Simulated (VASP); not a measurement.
Here is the system:

```
CELL_PARAMETERS angstrom
      2.71000     0.00000     0.00000
     -1.35500     2.34693     0.00000
      0.00000     0.00000     4.28000
ATOMIC_POSITIONS crystal
  Ru 0.66667 0.33333 0.75000
  Ru 0.33333 0.66667 0.25000
```

These are PBEsol GGA, VASP's PBE PAW potentials (set 64) (plane waves; VASP) values and carry that method's errors. Numerical set-up: 480 eV cut-off, 14×14×8 Γ-centred mesh, first-order Methfessel-Paxton smearing of 0.10 eV, potentials Ru_pv.

Energy and stress use the plane-wave basis of the starting cell.

Task: The ions, cell shape and volume are relaxed. Give the cell that the relaxation ends in.

Result: 
```
CELL_PARAMETERS angstrom
      2.69168     0.00000     0.00000
     -1.34584     2.33106     0.00000
      0.00000     0.00000     4.24586
ATOMIC_POSITIONS crystal
  Ru 0.66667 0.33333 0.75000
  Ru 0.33333 0.66667 0.25000
```
Space group P6_3/mmc (194), at a tolerance of 0.03 Å.

Task: How do energy and volume change from the first to the last step?

Result: The energy (σ→0) changes by -6.7 meV/atom and the volume by -2.1 %, in 4 ionic steps.

The compound is Ru in the hcp structure. This run relaxes it. Symmetry was kept, so distortions that lower it aren't found.
